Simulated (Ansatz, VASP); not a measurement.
# HfW in VASP and in Ansatz

```
Hf W
1.0
     5.84433    0.00000    0.00000
    -2.92217    5.06134    0.00000
     0.00000    0.00000    4.45968
Hf W
3 3
Direct
  0.50000 0.00000 0.00000
  0.50000 0.50000 0.00000
  0.00000 0.50000 0.00000
  0.00000 0.00000 0.00000
  0.33333 0.66667 0.50000
  0.66667 0.33333 0.50000
```

Alike in both runs: functional PBE; k mesh 6 × 6 × 4; occupations gaussian, width 0.1 eV; no spin polarisation.

Ansatz relaxed the structure, and its values are those at the end. VASP's run is a single point on that final structure, the one shown.

```csv
,VASP,Ansatz
version,VASP 6.6.1,Ansatz 0.2.0
potentials or method,"VASP PAW PBE potentials, release 64 (Hf_pv, W_sv)","scalar-relativistic, plane waves, PAW"
plane-wave cutoff (eV),520,420
valence electrons in the cell,72,120
```

```csv
,VASP,Ansatz,Ansatz less VASP
gap on the k mesh at the Fermi level (eV),none,none,-
pressure (GPa),0.0,0.2,+0.26
```

A gap of «none» marks a metal or a gap that the smearing closes. The functional is the same, so the differences come from potentials, cutoffs and numerics. The two sets of potentials don't hold the same shells in valence.

Spin-orbit coupling is left out, which matters for the levels of Hf, W.
